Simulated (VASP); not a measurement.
Computed with PW91 GGA, VASP's PBE PAW potentials (set 64) (plane waves; VASP).

VASP ran on this input.

### POSCAR
```
BaTiO3
3.9933970
  1.0000000745   0.0000000000   0.0000000000
  0.0000000000   1.0000000745   0.0000000000
  0.0000000000   0.0000000000   1.0549004429
Ba Ti O
1 1 3
Direct
  0.0000000000   0.0000000000   0.0095048512
  0.5000000000   0.5000000000   0.5288016775
  0.5000000000   0.5000000000   0.9607151096
  0.0000000000   0.5000000000   0.4824891809
  0.5000000000   0.0000000000   0.4824891809
```

File KPOINTS:
```
Automatic mesh
0
Gamma
6 6 6
0 0 0
```

### INCAR
```
ISIF = 2
LWAVE = F
PREC = Accurate
LORBIT = 11   ! lm-projected
LMAXMIX = 4
EDIFF = 1E-7   ! SCF stop (eV)
GGA = 91
LEFG = T
ISMEAR = -5   ! tetrahedra, Bloechl
NELM = 100
ENCUT = 520   ! plane-wave cut-off (eV)
LCHARG = T
SYSTEM = BaTiO3
LREAL = F   ! projection in real space or not
ALGO = Normal
LASPH = T
NEDOS = 601   ! DOS grid
```

POTCAR, in this order: Ba_sv Ti_sv O (PBE.64 set). Program: vasp_std.

Output of the run:

OUTCAR:
```
 ion  position               nearest neighbor table
   1  0.000  0.000  0.010-   4 2.82   5 2.82   4 2.82   5 2.82   3 2.83   3 2.83   3 2.83   3 2.83
                             4 2.99   5 2.99   5 2.99   4 2.99   2 3.47   2 3.47   2 3.47   2 3.47
   2  0.500  0.500  0.529-   3 1.82   4 2.01   5 2.01   5 2.01   4 2.01   3 2.39   1 3.47   1 3.47
                             1 3.47   1 3.47   1 3.57   1 3.57   1 3.57   1 3.57
   3  0.500  0.500  0.961-   2 1.82   2 2.39   1 2.83   1 2.83   1 2.83   1 2.83
   4  0.000  0.500  0.482-   2 2.01   2 2.01   1 2.82   1 2.82   1 2.99   1 2.99
   5  0.500  0.000  0.482-   2 2.01   2 2.01   1 2.82   1 2.82   1 2.99   1 2.99
  LATTYP: Found a simple tetragonal cell.
 ALAT       =     3.9933972976
 C/A-ratio  =     1.0549003642
 Subroutine PRICEL returns:
 Original cell was already a primitive cell.
 Subroutine GETGRP returns: Found  8 space group operations
The static configuration has the point symmetry C_4v.
The dynamic configuration has the point symmetry C_4v.
 Subroutine INISYM returns: Found  8 space group operations
 Subroutine IBZKPT returns following result:
 Found     40 irreducible k-points:

 Following reciprocal coordinates:
            Coordinates               Weight
  0.000000  0.000000  0.000000      1.000000
  0.166667  0.000000  0.000000      4.000000
  0.333333  0.000000  0.000000      4.000000
...
```

### OSZICAR
```
       N       E                     dE             d eps       ncg     rms          rms(c)
DAV:   1     0.462423306144E+03    0.46242E+03   -0.21284E+04  1920   0.180E+03
DAV:   2    -0.285565136442E+01   -0.46528E+03   -0.45780E+03  2416   0.492E+02
DAV:   3    -0.491183137892E+02   -0.46263E+02   -0.46180E+02  2784   0.148E+02
DAV:   4    -0.512141338523E+02   -0.20958E+01   -0.20948E+01  2784   0.285E+01
DAV:   5    -0.512876916758E+02   -0.73558E-01   -0.73556E-01  2704   0.376E+00    0.238E+01
DAV:   6    -0.406542757614E+02    0.10633E+02   -0.79533E+01  3056   0.790E+01    0.106E+01
DAV:   7    -0.405638026880E+02    0.90473E-01   -0.14746E+01  2616   0.290E+01    0.691E+00
DAV:   8    -0.403403919961E+02    0.22341E+00   -0.99288E-01  2608   0.969E+00    0.315E+00
DAV:   9    -0.403676641038E+02   -0.27272E-01   -0.34549E-01  2640   0.497E+00    0.139E+00
DAV:  10    -0.403513284614E+02    0.16336E-01   -0.15562E-01  2576   0.405E+00    0.433E-01
DAV:  11    -0.403494264688E+02    0.19020E-02   -0.10432E-02  2544   0.722E-01    0.149E-01
DAV:  12    -0.403492520014E+02    0.17447E-03   -0.15240E-03  2408   0.267E-01    0.437E-02
DAV:  13    -0.403492325774E+02    0.19424E-04   -0.25086E-04  2368   0.134E-01    0.196E-02
DAV:  14    -0.403492316947E+02    0.88268E-06   -0.46735E-05  2976   0.584E-02    0.110E-02
DAV:  15    -0.403492312631E+02    0.43163E-06   -0.16796E-05  2968   0.333E-02    0.590E-03
DAV:  16    -0.403492309836E+02    0.27948E-06   -0.37027E-06  2592   0.169E-02    0.325E-03
DAV:  17    -0.403492309381E+02    0.45519E-07   -0.10341E-06  2472   0.990E-03    0.859E-04
DAV:  18    -0.403492309456E+02   -0.75183E-08   -0.46746E-08  1080   0.232E-03
   1 F= -.40349231E+02 E0= -.40349231E+02  d E =0.000000E+00
```

OUTCAR:
```
------------------------ aborting loop because EDIFF is reached ----------------------------------------
  FORCE on cell =-STRESS in cart. coord.  units (eV):
  Direction    XX          YY          ZZ          XY          YZ          ZX
  --------------------------------------------------------------------------------------
  Total        0.0738337      0.0738337     -0.0062957      0.0000000      0.0000000      0.0000000
  in kB        1.7608655      1.7608655     -0.1501457      0.0000000      0.0000000      0.0000000
  external PRESSURE =       1.1238618 kB  Pullay stress =       0.0000000 kB
  volume of cell :       67.18
      direct lattice vectors                 reciprocal lattice vectors
     3.993397298  0.000000000  0.000000000     0.250413351  0.000000000  0.000000000
     0.000000000  3.993397298  0.000000000     0.000000000  0.250413351  0.000000000
     0.000000000  0.000000000  4.212636264     0.000000000  0.000000000  0.237381045
 POSITION                                       TOTAL-FORCE (eV/Angst)
 -----------------------------------------------------------------------------------
      0.00000      0.00000      0.04004         0.000000     -0.000000      0.017309
      1.99670      1.99670      2.22765         0.000000      0.000000      0.001785
      1.99670      1.99670      4.04714         0.000000      0.000000      0.006442
      0.00000      1.99670      2.03255         0.000000     -0.000000     -0.012768
      1.99670      0.00000      2.03255         0.000000     -0.000000     -0.012768
 -----------------------------------------------------------------------------------
    total drift:                                0.000000      0.000000     -0.000605
  FREE ENERGIE OF THE ION-ELECTRON SYSTEM (eV)
  ---------------------------------------------------
  free  energy   TOTEN  =       -40.3492309456 eV

  energy  without entropy=      -40.3492309456  energy(sigma->0) =      -40.34923095

 total charge

# of ion       s       p       d       tot
------------------------------------------
    1        2.006   5.642   0.303   7.951
    2        2.216   6.257   1.767  10.240
    3        1.567   3.454   0.000   5.021
    4        1.559   3.458   0.000   5.017
    5        1.559   3.458   0.000   5.017
--------------------------------------------------
tot          8.907  22.270   2.070  33.246
```
(Selected blocks of OUTCAR.)

The compound is BaTiO3 in the tetragonal perovskite structure. It was relaxed first.
